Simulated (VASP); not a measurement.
Data:

```xyz
4
Lattice="1.2442 -2.1550 0.0000 1.2442 2.1550 0.0000 0.0000 0.0000 7.8525" Properties=species:S:1:pos:R:3 pbc="T T T"
C      0.0000     0.0000     1.9631
C      0.0000     0.0000     5.8894
C      1.2442     0.7183     1.9631
C      1.2442    -0.7183     5.8894
```

The numbers are results of revTPSS meta-GGA, VASP's PBE PAW potentials (set 64) (plane waves; VASP), not measurements. Settings: 520 eV cut-off, 10×10×3 Γ-centred mesh, Gaussian smearing of 0.050 eV, potentials C.

Without a dispersion term in the relaxation, distances and binding between the weakly bound layers, chains or molecules are unreliable, and so is what depends on them.

### Question
The ions and cell shape at fixed volume are relaxed. Which structure does the run end with?

### Answer

```xyz
4
Lattice="1.2316 -2.1333 0.0000 1.2316 2.1333 0.0000 0.0000 0.0000 8.0136" Properties=species:S:1:pos:R:3 pbc="T T T"
C      0.0000     0.0000     2.0034
C      0.0000     0.0000     6.0102
C      1.2316     0.7111     2.0034
C      1.2316    -0.7111     6.0102
```
Space group P6_3/mmc (194), at a tolerance of 0.03 Å.

### Question
How much energy does the relaxation gain?

### Answer
The energy (σ→0) changes by -7.0 meV/atom, in 3 ionic steps.

```json
[
 {"step": "1", "E(σ→0) (eV)": "-41.3940", "max force (eV/Å)": "0.000", "pressure (GPa)": "-6.65", "volume (Å³)": "42.11"},
 {"step": "2", "E(σ→0) (eV)": "-41.4219", "max force (eV/Å)": "0.000", "pressure (GPa)": "0.74", "volume (Å³)": "42.11"},
 {"step": "3", "E(σ→0) (eV)": "-41.4220", "max force (eV/Å)": "0.000", "pressure (GPa)": "0.21", "volume (Å³)": "42.11"}
]
```

The compound is C in the graphite structure. This cell is one point of a volume scan, at 1.03 of the reference volume. Symmetry was kept, so distortions that lower it aren't found.
